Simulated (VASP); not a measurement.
ZrAl3B3N:

```xyz
8
Lattice="4.3397 0.0000 0.0000 -2.1699 3.7583 0.0000 0.0000 0.0000 6.6857" Properties=species:S:1:pos:R:3 pbc="T T T"
Zr    2.1699    1.2528    3.3428
Al    0.0000    0.0000    5.0735
Al    0.0000    0.0000    1.6122
Al    0.0000    2.5055    0.0000
B     2.1699    1.2528    5.9853
B     2.1699    1.2528    0.7004
B     0.0000    2.5055    3.3428
N     0.0000    0.0000    0.0000
```

The cell was built by a generator and needn't be a form met in nature.

```yaml
Program: VASP 6.6.1
Task: relaxation of cell and atoms
Functional: PBE
Potentials_or_basis: VASP PAW PBE potentials, release 64 (Zr_sv, Al, B, N)
Cutoff: 520 eV
k_mesh: 4 × 4 × 2
Occupations: gaussian, width 0.15 eV
Spin: no spin polarisation
```

At the start: pressure 4.4 GPa; volume 13.63 Å³/atom.

Question: How do energy, volume and symmetry change on relaxing?

Answer: Over 11 steps the energy falls by 320.9 meV/atom and the volume is 12.22 Å³/atom (-10.4 %); space group P-6m2 (No. 187, to 0.05 Å).

Step by step:
```csv
step,energy change (eV),largest force (eV/Å),pressure (GPa),volume (Å³)
1,0.0000,8.4428,4.45,109.04
2,0.1735,2.5175,-15.55,113.64
3,-0.4586,2.3553,-15.95,112.99
4,-1.0808,1.9393,-15.58,112.34
5,-1.9823,0.9718,-12.06,110.84
6,-1.9705,1.4036,-8.82,110.22
7,-2.0157,0.6268,-10.85,110.57
8,-2.5579,0.4271,-0.96,98.63
9,-2.5602,0.4163,-0.18,97.91
10,-2.5600,0.4079,0.16,97.67
11,-2.5671,0.0208,0.34,97.75
```

Final structure:
```
Zr Al B N
1.0
     4.06580    0.00000    0.00000
    -2.03290    3.52108    0.00000
     0.00000    0.00000    6.82798
Zr Al B N
1 3 3 1
Direct
  0.66667 0.33333 0.50000
  0.00000 0.00000 0.73517
  0.00000 0.00000 0.26483
  0.33333 0.66667 0.00000
  0.66667 0.33333 0.87589
  0.66667 0.33333 0.12411
  0.33333 0.66667 0.50000
  0.00000 0.00000 0.00000
```

Caveat: the k mesh is coarse (spacing up to 0.47 Å⁻¹), so the values aren't converged.
